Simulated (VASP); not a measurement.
Given:

```yaml
crystal:
  lattice:
    - [0.00000, 2.18000, 2.26720]
    - [2.26720, 0.00000, 2.26720]
    - [2.26720, 2.18000, 0.00000]
  atoms:
    - { symbol: Si, position: [0.00000, 0.00000, 0.00000] }
    - { symbol: C, position: [0.25000, 0.25000, 0.25000] }
```

All values below come from PBEsol GGA, VASP's PBE PAW potentials (set 64) (plane waves; VASP). Settings: 600 eV cut-off, 10×10×10 Γ-centred mesh, Gaussian smearing of 0.050 eV, potentials Si C.

Task: Predict the energy per atom (σ→0), pressure.

Result: 
| Item | Value |
|---|---|
| energy per atom (σ→0) | -7.907 eV/atom |
| pressure | -15.16 GPa |

Only differences to runs with the same potentials and settings are physical.

The compound is SiC in the zinc blende structure. This cell was strained or had an atom moved on purpose.
